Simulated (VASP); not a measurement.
Crystal: Mo.

```xyz
1
Lattice="-1.5734 1.5734 1.5734 1.5734 -1.5734 1.5734 1.5734 1.5734 -1.5734" Properties=species:S:1:pos:R:3 pbc="T T T"
Mo    0.0000    0.0000    0.0000
```

```yaml
Program: VASP 6.6.1
Task: relaxation of cell and atoms
Functional: PBE
Potentials_or_basis: VASP PAW PBE potentials, release 64 (Mo_sv)
Cutoff: 520 eV
k_mesh: 18 × 18 × 18
Occupations: gaussian, width 0.3 eV
Spin: no spin polarisation
```

At the start: pressure 4.2 GPa; volume 15.58 Å³/atom.

Question: How do energy, volume and symmetry change on relaxing?

Answer: Over 4 steps the energy falls by 3.2 meV/atom and the volume is 15.83 Å³/atom (+1.6 %); space group Im-3m (No. 229, to 0.05 Å).

Step by step:
| step | energy change (eV) | largest force (eV/Å) | pressure (GPa) | volume (Å³) |
| --- | --- | --- | --- | --- |
| 1 | 0.0000 | 0.0000 | 4.21 | 15.58 |
| 2 | 0.0197 | 0.0000 | -10.14 | 16.52 |
| 3 | -0.0032 | 0.0000 | -0.06 | 15.83 |
| 4 | -0.0032 | 0.0000 | 0.02 | 15.83 |

Final structure:
```
Mo
1.0
    -1.58165    1.58165    1.58165
     1.58165   -1.58165    1.58165
     1.58165    1.58165   -1.58165
Mo
1
Direct
  0.00000 0.00000 0.00000
```
